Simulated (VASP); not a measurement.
Te2W: the band gap from VASP (plane waves, PAW) at several levels of theory. Gaps are without spin-orbit coupling. Each level names its cell: its own relaxed one, PBE's, or the starting one. A gap is the smallest over the k-mesh and a band path; hybrids may have named points in place of the path, and GW has the mesh alone.  The cell holds a wide vacuum, so values per volume refer to the whole cell.

```csv
level,band gap (eV)
PBEsol (own cell),1.01
HSE06 (PBE cell),1.45
```

The cell of the PBEsol (own cell) run:

```xyz
6
Lattice="3.4967 0.0000 0.0000 -1.7483 3.0282 0.0000 0.0000 0.0000 23.4631" Properties=species:S:1:pos:R:3 pbc="T T T"
Te     0.0000     2.0188     5.2981
Te     1.7483     1.0094    18.1650
Te     1.7483     1.0094    21.7934
Te     0.0000     2.0188     1.6697
W      0.0000     2.0188    19.9768
W      1.7483     1.0094     3.4863
```

Only levels that ran to the end are used. Left out are those held back, those with too coarse a band path, GW runs whose mesh misses a band edge, hybrids' fits of cells that aren't cubic and levels without matching references; a question may draw on a part of the rest.

The cell is a sheet or thin cut with vacuum, built from a database entry that may be metastable or hypothetical.
